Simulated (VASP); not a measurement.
# B2C (P6/mmm) in VASP: notebook

Runs on B2C. Level: PBE. Tasks: relaxation of cell and atoms.

Everything below comes from runs of VASP 6.6.1. Logs are shortened: lines on timing, memory, paths and dates and some standing lists are left out, and cuts for length are marked.

## (1) The crystal as given

It takes space group P6/mmm (No. 191, hexagonal). Conventional cell: a = 3.769 Å, b = 3.769 Å, c = 2.676 Å, α = 90.00°, β = 90.00°, γ = 120.00°. Around B (site symmetry -6m2) lie 3 B at 2.18 Å and 3 C at 2.18 Å. C (site symmetry 6/mmm) has 6 B at 2.18 Å as nearest neighbours.

The cell was built by a generator and needn't be a form met in nature.

## (2) Relaxation of cell and atoms, PBE

Input file INCAR:

```
SYSTEM = B2C
PREC     = Normal         ! precision mode
ENCUT    = 520            ! plane-wave cutoff, eV
EDIFF    = 1E-4           ! SCF threshold, eV
ISMEAR   = 0              ! smearing method
SIGMA    = 0.15           ! smearing width, eV
LREAL    = .FALSE.        ! projectors in reciprocal space
LASPH    = .TRUE.         ! aspherical terms in the spheres
NELM     = 60             ! most SCF steps
ALGO     = Fast           ! electronic algorithm
ISIF     = 3              ! what is computed and relaxed
LWAVE    = .FALSE.        ! write WAVECAR
LCHARG   = .FALSE.        ! write CHGCAR
GGA      = PE             ! functional
IBRION   = 2              ! ionic algorithm
NSW      = 24             ! ionic steps
EDIFFG   = -0.08          ! ionic threshold
KPAR     = 2
```

Input file KPOINTS:

```
Automatic mesh
0
G
  6 6 8
  0 0 0
```

Input file POSCAR:

```
B2C
1.0
    3.7688399600      0.0000000000      0.0000000000
   -1.8844199800      3.2639111500      0.0000000000
    0.0000000000      0.0000000000      2.6755663200
B C
2 1
Direct
    0.3333333300      0.6666666700      0.5000000000
    0.6666666700      0.3333333300      0.5000000000
    0.0000000000      0.0000000000      0.5000000000
```

Potentials or basis: VASP PAW PBE potentials, release 64 (B, C).

Run with:

```sh
$ cat potpaw_PBE.64/B/POTCAR potpaw_PBE.64/C/POTCAR > POTCAR
$ mpirun -np 2 vasp_std > vasp.out
```

OUTCAR:

```text
SYSTEM = B2C
   PREC = Normal
   ENCUT = 520
   EDIFF = 1E-4
   ISMEAR = 0
   LREAL = .FALSE.
   LASPH = .TRUE.
   NELM = 60
   ISIF = 3
   GGA = PE
   IBRION = 2
   NSW = 24
   EDIFFG = -0.08

 ion  position               nearest neighbor table
   1  0.333  0.667  0.500-
   2  0.667  0.333  0.500-
   3  0.000  0.000  0.500-

  LATTYP: Found a hexagonal cell.
 ALAT       =     3.7688399600
 C/A-ratio  =     0.7099177329

  Lattice vectors:

 A1 = (   3.7688399600,   0.0000000000,   0.0000000000)
 A2 = (  -1.8844199800,   3.2639111500,   0.0000000000)
 A3 = (   0.0000000000,   0.0000000000,   2.6755663200)

Analysis of symmetry for initial positions (statically):
=====================================================================
 Subroutine PRICEL returns:
 Original cell was already a primitive cell.

 Routine SETGRP: Setting up the symmetry group for a
 hexagonal supercell.

 Subroutine GETGRP returns: Found 24 space group operations
 (whereof 24 operations were pure point group operations)
 out of a pool of 24 trial point group operations.

The static configuration has the point symmetry D_6h.

Analysis of symmetry for dynamics (positions and initial velocities):
=====================================================================
 Subroutine PRICEL returns:
 Original cell was already a primitive cell.

 Routine SETGRP: Setting up the symmetry group for a
 hexagonal supercell.

 Subroutine GETGRP returns: Found 24 space group operations
 (whereof 24 operations were pure point group operations)
 out of a pool of 24 trial point group operations.

The dynamic configuration has the point symmetry D_6h.

 Subroutine INISYM returns: Found 24 space group operations
 (whereof 24 operations are pure point group operations),
 and found     1 'primitive' translations

----------------------------------------------------------------------------------------

                                     Primitive cell

  volume of cell :      32.9126

  direct lattice vectors                    reciprocal lattice vectors
     3.768839960  0.000000000  0.000000000     0.265333633  0.153190445  0.000000000
    -1.884419980  3.263911150  0.000000000     0.000000000  0.306380889  0.000000000
     0.000000000  0.000000000  2.675566320     0.000000000  0.000000000  0.373752649

  length of vectors
     3.768839960  3.768839962  2.675566320     0.306380889  0.306380889  0.373752649

  position of ions in fractional coordinates (direct lattice)
     0.333333330  0.666666670  0.500000000
     0.666666670  0.333333330  0.500000000
     0.000000000  0.000000000  0.500000000

  ion indices of the primitive-cell ions
   primitive index   ion index
                 1           1
                 2           2
                 3           3

----------------------------------------------------------------------------------------

 KPOINTS: Automatic mesh

Automatic generation of k-mesh.
 Grid dimensions read from file:
 generate k-points for:    6    6    8

 Generating k-lattice:

  Cartesian coordinates                     Fractional coordinates (reciprocal lattice)
     0.044222272  0.025531741  0.000000000     0.166666667  0.000000000  0.000000000
     0.000000000  0.051063482  0.000000000     0.000000000  0.166666667  0.000000000
     0.000000000  0.000000000  0.046719081     0.000000000  0.000000000  0.125000000

  Length of vectors
     0.051063482  0.051063482  0.046719081

  Shift w.r.t. Gamma in fractional coordinates (k-lattice)
     0.000000000  0.000000000  0.000000000

 Subroutine IBZKPT returns following result:
 ===========================================

 Found     35 irreducible k-points:

 Following reciprocal coordinates:
            Coordinates               Weight
  0.000000  0.000000  0.000000      1.000000
  0.166667  0.000000  0.000000      6.000000
  0.333333  0.000000  0.000000      6.000000
  0.500000  0.000000  0.000000      3.000000
  0.166667  0.166667  0.000000      6.000000
  0.333333  0.166667  0.000000     12.000000
[... 16 lines left out ...]
  0.166667  0.000000  0.375000     12.000000
  0.333333  0.000000  0.375000     12.000000
 [... further k-points ...]
   k-points           NKPTS =     35   k-points in BZ     NKDIM =     35   number of bands    NBANDS=      9
   number of dos      NEDOS =    301   number of ions     NIONS =      3
   total plane-waves  NPLWV =   9216
   dimension x,y,z NGX =    24 NGY =   24 NGZ =   16
   dimension x,y,z NGXF=    48 NGYF=   48 NGZF=   32
   ions per type =               2   1
   NGX,Y,Z   is equivalent  to a cutoff of  10.59, 10.59,  9.94 a.u.
   NGXF,Y,Z  is equivalent  to a cutoff of  21.17, 21.17, 19.88 a.u.
 SYSTEM =  B2C
   PREC   = normal    normal or accurate (medium, high low for compatibility)
   ISTART =      0    job   : 0-new  1-cont  2-samecut
   ICHARG =      2    charge: 1-file 2-atom 10-const
   ISPIN  =      1    spin polarized calculation?
   LNONCOLLINEAR =      F non collinear calculations
   LSORBIT =      F    spin-orbit coupling
   LASPH  =      T    aspherical Exc in radial PAW
   ENCUT  =  520.0 eV  38.22 Ry    6.18 a.u.   7.01  7.01  4.97*2*pi/ulx,y,z
   NELM   =     60;   NELMIN=  2; NELMDL= -5     # of ELM steps
   EDIFF  = 0.1E-03   stopping-criterion for ELM
   LREAL  =      F    real-space projection
   EDIFFG = -.8E-01   stopping-criterion for IOM
   NSW    =     24    number of steps for IOM
   IBRION =      2    ionic relax: 0-MD 1-quasi-New 2-CG
   NFREE  =      1    steps in history (QN), initial steepest desc. (CG)
   ISIF   =      3    stress and relaxation
   ISYM   =      2    0-nonsym 1-usesym 2-fastsym
   POTIM  = 0.5000    time-step for ionic-motion
   TEBEG  =    0.0;   TEEND  =   0.0 temperature during run
   PSTRESS=    0.0 pullay stress
   NELECT =      10.0000    total number of electrons
   NUPDOWN=      -1.0000    fix difference up-down
   EMIN   =  10.00;   EMAX   =-10.00  energy-range for DOS
   EFERMI =   0.00;   METHOD = LEGACY
   ISMEAR =     0;   SIGMA  =   0.15  broadening in eV -4-tet -1-fermi 0-gaus
   EFERMI_NEDOS =   21; number of points for ismear=-14 and -15
   IALGO  =     68    algorithm
   IMIX   =      4    mixing-type and parameters
     AMIX     =   0.40;   BMIX     =  1.00
     AMIX_MAG =   1.60;   BMIX_MAG =  1.00
  volume/ion in A,a.u.               =      10.97        74.03
  Fermi-wavevector in a.u.,A,eV,Ry     =   1.100578  2.079791 16.480362  1.211272
  Thomas-Fermi vector in A             =   2.236992
   LORBIT       =      0    0 simple, 1 ext, 2 COOP (PROOUT), +10 PAW based schemes
   GGA     = PE    functional components
   LHFCALC =     F    Hartree Fock is set to
   AEXX    =    0.0000 exact exchange contribution
   IVDW    =     0    specifies the selected vdW correction
   LEPSILON=     F    determine dielectric tensor
   LRPA    =     F    only Hartree local field effects (RPA)
 conjugate gradient relaxation of ions
 non-spin polarized calculation
 RMM-DIIS sequential band-by-band and
 Gauss-broadening in eV      SIGMA  =   0.15
  energy-cutoff  :      520.00
  volume of cell :       32.91
 maximum number of plane-waves:       912
   NGX = 13   NGY = 13   NGZ =  9

--------------------------------------- Ionic step        1  -------------------------------------------

 number of electron      10.0000000 magnetization

 number of electron       9.9999998 magnetization

 Free energy of the ion-electron system (eV)
  ---------------------------------------------------
  ext. energy  EPLUGINS =         0.00000000
  ---------------------------------------------------
  free energy    TOTEN  =       -14.02241317 eV

  energy without entropy =      -14.00946871  energy(sigma->0) =      -14.01594094

 E-fermi :   3.3511     XC(G=0): -10.4546

 val. band max:        3.2997301356   @ k =   0.3333   0.0000   0.3750
 cond. band min:       3.3674570869   @ k =   0.1667   0.1667   0.5000
 fundamental gap:      0.0677269514
 Fermi energy:         3.3510565367

 k-point     1 :       0.0000    0.0000    0.0000
  band No.  band energies     occupation
      1     -10.3007      2.00000
      2      -0.0584      2.00000
      3       0.4639      2.00000
      4       0.4639      2.00000
      5       1.6365      2.00000
      6       1.6365      2.00000
      7       3.6464      0.00536
      8       4.6528      0.00000
      9       9.4453      0.00000
[... 669 lines left out ...]
 k-point    24 :       0.3333    0.0000    0.3750
  band No.  band energies     occupation
      1      -3.2076      2.00000
      2       1.8910      2.00000
      3       5.0756      2.00000
      4       5.5759      2.00000
      5       7.5506      2.00000
      6       9.3111      2.00000
      7      15.5974      0.00000
      8      16.1238      0.00000
      9      19.2621      0.00000

 [... further k-points ...]

[... ionic steps 4 to 15 ...]

--------------------------------------- Ionic step       16  -------------------------------------------

 number of electron      10.0000000 magnetization

------------------------ aborting loop because EDIFF is reached ----------------------------------------

  FORCE on cell =-STRESS in cart. coord.  units (eV):
  Direction    XX          YY          ZZ          XY          YZ          ZX
  --------------------------------------------------------------------------------------
  -------------------------------------------------------------------------------------
  Total        1.9224885      1.9224885      2.0987682      0.0000000      0.0000000      0.0000000
  in kB      180.2202388    180.2202389    196.7452634      0.0000000      0.0000000      0.0000000
  external PRESSURE =     185.7285804 kB  Pullay stress =       0.0000000 kB
[... 59 lines left out ...]
  energy  without entropy=      -17.4481392183  energy(sigma->0) =      -17.45221513

--------------------------------------- Ionic step       18  -------------------------------------------

 number of electron      10.0000000 magnetization

 Free energy of the ion-electron system (eV)
  ---------------------------------------------------
  ext. energy  EPLUGINS =         0.00000000
  ---------------------------------------------------
  free energy    TOTEN  =       -17.46279093 eV

  energy without entropy =      -17.45478752  energy(sigma->0) =      -17.45878922

 E-fermi :   9.0826     XC(G=0): -13.0640

 val. band max:        9.0743867385   @ k =   0.1667   0.0000   0.5000
 cond. band min:       9.1237472958   @ k =   0.3333   0.3333   0.1250
 fundamental gap:      0.0493605572
 Fermi energy:         9.0826405567

 k-point     1 :       0.0000    0.0000    0.0000
  band No.  band energies     occupation
      1      -9.8469      2.00000
      2       3.0980      2.00000
      3       3.0980      2.00000
      4       4.5498      2.00000
      5       4.6862      2.00000
      6       4.6862      2.00000
      7       9.0134      1.48612
      8      19.1363      0.00000
      9      25.6723      0.00000
[... 306 lines left out ...]
  FREE ENERGIE OF THE ION-ELECTRON SYSTEM (eV)
  ---------------------------------------------------
  free  energy   TOTEN  =       -17.4627909282 eV

  energy  without entropy=      -17.4547875173  energy(sigma->0) =      -17.45878922

 reached required accuracy - stopping structural energy minimisation
```

Wall time 22 s (2 MPI ranks of AMD EPYC 7R13 (Zen 3), shared host); peak memory 0.11 GiB.

What came out:

```yaml
Free_energy: -17.4628 eV
Relaxed_volume: 6.05 Å³/atom
Relaxed_cell: a = 3.368 Å, b = 3.368 Å, c = 1.847 Å, α = 90.00°, β = 90.00°, γ = 120.00°
Space_group_after_relaxing_to_0.05_Å: P6/mmm (No. 191)
Energy_gained_by_relaxing: 1146.8 meV/atom
Ionic_steps: 18
Pressure_after_relaxing: 0.6 GPa
Band_gap_on_the_k_mesh: none (metal or under the smearing width)
```

Stress tensor (GPa, compression positive):
```
 1.92  0.00  0.00
 0.00  1.92  0.00
 0.00  0.00 -2.06
```

The path:
| step | energy change (eV) | largest force (eV/Å) | pressure (GPa) | volume (Å³) |
| --- | --- | --- | --- | --- |
| 1 | 0.0000 | 0.0000 | -38.83 | 32.91 |
| 2 | -2.4454 | 0.0000 | -18.40 | 21.77 |
| 3 | -2.5408 | 0.0000 | -1.54 | 20.00 |
| 4 | -2.5404 | 0.0000 | -3.92 | 20.22 |
| 5 | -2.6597 | 0.0000 | -3.72 | 19.71 |
| 6 | -3.1801 | 0.0000 | 0.97 | 18.08 |
| 7 | -0.4268 | 0.0000 | 150.16 | 14.33 |
| 8 | -3.1974 | 0.0000 | 3.41 | 17.89 |
| 9 | -3.2743 | 0.0000 | 17.00 | 17.14 |
| 10 | -2.9368 | 0.0000 | 54.96 | 15.78 |
| 11 | -3.2823 | 0.0000 | 19.54 | 17.00 |
| 12 | -3.2876 | 0.0000 | 23.70 | 16.80 |
| 13 | -3.3282 | 0.0000 | 23.23 | 16.83 |
| 14 | -3.3491 | 0.0000 | 23.45 | 16.86 |
| 15 | -3.3500 | 0.0000 | 23.40 | 16.86 |
| 16 | -3.3807 | 0.0000 | 18.57 | 17.09 |
| 17 | -3.4339 | 0.0000 | 5.68 | 17.81 |
| 18 | -3.4404 | 0.0000 | 0.59 | 18.15 |

Final structure:
```xyz
3
Lattice="3.3684 0.0000 0.0000 -1.6842 2.9172 0.0000 0.0000 0.0000 1.8469" Properties=species:S:1:pos:R:3 pbc="T T T"
B     0.0000    1.9448    0.9235
B     1.6842    0.9724    0.9235
C     0.0000    0.0000    0.9235
```

Caveat: the volume moved by over 15 % at a fixed basis, so the end points are rough; the relaxation stopped at a loose force limit of 0.08 eV/Å, so its end isn't a converged minimum.

## (3) Relaxation of cell and atoms, PBE

This run uses another cell than the first one, of 9.64 Å³/atom, 0.879 times its volume.

INCAR is that of step 2.

Input file KPOINTS:

```
Automatic mesh
0
G
  8 8 4
  0 0 0
```

Input file POSCAR:

```
B2C
1.0
    2.4316121600      0.0000000000      0.0000000000
    0.0000000000      2.4316121600      0.0000000000
    0.0000000000      0.0000000000      4.8907133900
B C
2 1
Direct
    0.5000000000      0.5000000000      0.3229481800
    0.5000000000      0.5000000000      0.6770518200
    0.5000000000      0.5000000000      0.0000000000
```

Potentials or basis: VASP PAW PBE potentials, release 64 (B, C).

Run with:

```sh
$ cat potpaw_PBE.64/B/POTCAR potpaw_PBE.64/C/POTCAR > POTCAR
$ mpirun -np 2 vasp_std > vasp.out
```

OUTCAR:

```text
SYSTEM = B2C
   PREC = Normal
   ENCUT = 520
   EDIFF = 1E-4
   ISMEAR = 0
   LREAL = .FALSE.
   LASPH = .TRUE.
   NELM = 60
   ISIF = 3
   GGA = PE
   IBRION = 2
   NSW = 24
   EDIFFG = -0.08

 ion  position               nearest neighbor table
   1  0.500  0.500  0.323-   3 1.58   2 1.73
   2  0.500  0.500  0.677-   3 1.58   1 1.73
   3  0.500  0.500  0.000-   1 1.58   2 1.58

  LATTYP: Found a simple tetragonal cell.
 ALAT       =     2.4316121600
 C/A-ratio  =     2.0113048744

  Lattice vectors:

 A1 = (   2.4316121600,   0.0000000000,   0.0000000000)
 A2 = (   0.0000000000,   2.4316121600,   0.0000000000)
 A3 = (   0.0000000000,   0.0000000000,   4.8907133900)

Analysis of symmetry for initial positions (statically):
=====================================================================
[... 586 lines left out ...]

 number of electron       9.9999994 magnetization

------------------------ aborting loop because EDIFF is reached ----------------------------------------
[... 69 lines left out ...]
--------------------------------------- Ionic step       15  -------------------------------------------

 number of electron       9.9999995 magnetization

 Free energy of the ion-electron system (eV)
  ---------------------------------------------------
  ext. energy  EPLUGINS =         0.00000000
  ---------------------------------------------------
  free energy    TOTEN  =       -18.88861463 eV

  energy without entropy =      -18.87755479  energy(sigma->0) =      -18.88308471

 E-fermi :   3.0335     XC(G=0): -10.1500

 val. band max:        3.0113503508   @ k =   0.2500   0.1250   0.2500
 cond. band min:       3.1384851168   @ k =   0.3750   0.1250   0.0000
 fundamental gap:      0.1271347660
 Fermi energy:         3.0334712692

 k-point     1 :       0.0000    0.0000    0.0000
  band No.  band energies     occupation
      1     -11.1950      2.00000
      2      -5.5381      2.00000
      3      -5.4812      2.00000
      4       3.4207      0.00026
      5       3.4207      0.00026
      6       9.5471      0.00000
      7      10.3158      0.00000
      8      10.3158      0.00000
      9      12.1094      0.00000
[... 306 lines left out ...]
  FREE ENERGIE OF THE ION-ELECTRON SYSTEM (eV)
  ---------------------------------------------------
  free  energy   TOTEN  =       -18.8886146330 eV

  energy  without entropy=      -18.8775547896  energy(sigma->0) =      -18.88308471

 reached required accuracy - stopping structural energy minimisation
```

Run time: 28 s. Hardware: 2 MPI ranks of AMD EPYC 7R13 (Zen 3), shared host; peak memory 0.1 GiB.

What came out:

| Property | Result |
| --- | --- |
| Free energy | -18.8886 eV |
| Relaxed volume | 10.32 Å³/atom |
| Relaxed cell | a = 2.647 Å, b = 2.647 Å, c = 4.422 Å, α = 90.00°, β = 90.00°, γ = 90.00° |
| Space group after relaxing (to 0.05 Å) | P4/mmm (No. 123) |
| Energy gained by relaxing | 320.9 meV/atom |
| Ionic steps | 15 |
| Pressure after relaxing | 0.0 GPa |
| Largest force after relaxing | 0.006 eV/Å |
| Band gap on the k mesh | none (metal or under the smearing width) |

Forces on the atoms (eV/Å):
```
B    0.000  0.000  0.006
B    0.000  0.000 -0.006
C    0.000  0.000  0.000
```

Stress tensor (GPa, compression positive):
```
 0.16  0.00  0.00
 0.00  0.16  0.00
 0.00  0.00 -0.28
```

Step by step:
| step | energy change (eV) | largest force (eV/Å) | pressure (GPa) | volume (Å³) |
| --- | --- | --- | --- | --- |
| 1 | 0.0000 | 0.6163 | -29.00 | 28.92 |
| 2 | 4.1199 | 10.5597 | 161.65 | 21.71 |
| 3 | -0.7714 | 0.3831 | -3.92 | 26.73 |
| 4 | -0.8081 | 0.5415 | 1.70 | 26.40 |
| 5 | -0.8160 | 0.7078 | 6.06 | 26.16 |
| 6 | -0.8158 | 0.6688 | 4.95 | 26.22 |
| 7 | -0.8429 | 1.7054 | 6.21 | 27.04 |
| 8 | -0.8521 | 0.8519 | 5.68 | 26.77 |
| 9 | -0.8925 | 0.5744 | 5.19 | 27.63 |
| 10 | -0.9391 | 0.3687 | 5.19 | 29.28 |
| 11 | -0.9014 | 0.6418 | 6.69 | 32.68 |
| 12 | -0.9421 | 0.1637 | 5.29 | 30.80 |
| 13 | -0.9473 | 0.1195 | 5.16 | 30.11 |
| 14 | -0.9461 | 0.1051 | -4.95 | 31.90 |
| 15 | -0.9626 | 0.0061 | 0.01 | 30.97 |

Final structure:
```
CELL_PARAMETERS angstrom
2.64672 0.00000 0.00000
0.00000 2.64672 0.00000
0.00000 0.00000 4.42166
ATOMIC_POSITIONS crystal
B 0.50000 0.50000 0.32232
B 0.50000 0.50000 0.67768
C 0.50000 0.50000 0.00000
```

Levels at points of the mesh, in eV from the Fermi level:
| k point | band 1 | band 2 | band 3 | band 4 | band 5 | band 6 | band 7 | band 8 | band 9 |
| --- | --- | --- | --- | --- | --- | --- | --- | --- | --- |
| (0.00, 0.00, 0.00) | -14.23 | -8.57 | -8.51 | 0.39 | 0.39 | 6.51 | 7.28 | 7.28 | 9.08 |
| (0.50, 0.00, 0.00) | -12.18 | -7.17 | -6.48 | -6.40 | 0.74 | 1.19 | 1.22 | 8.16 | 9.93 |
| (0.50, 0.50, 0.00) | -10.42 | -6.06 | -4.59 | -4.59 | -4.57 | 2.45 | 2.45 | 3.05 | 3.05 |
| (0.00, 0.00, 0.50) | -13.80 | -11.04 | -5.81 | 1.12 | 1.12 | 3.93 | 3.93 | 4.15 | 10.63 |
| (0.50, 0.00, 0.50) | -11.97 | -8.58 | -5.05 | -4.98 | -3.94 | 1.86 | 5.02 | 7.25 | 7.59 |
| (0.50, 0.50, 0.50) | -10.35 | -6.55 | -4.03 | -3.43 | -3.43 | -1.86 | -1.86 | 8.54 | 8.54 |

Caveat: the relaxation stopped at a loose force limit of 0.08 eV/Å, so its end isn't a converged minimum.
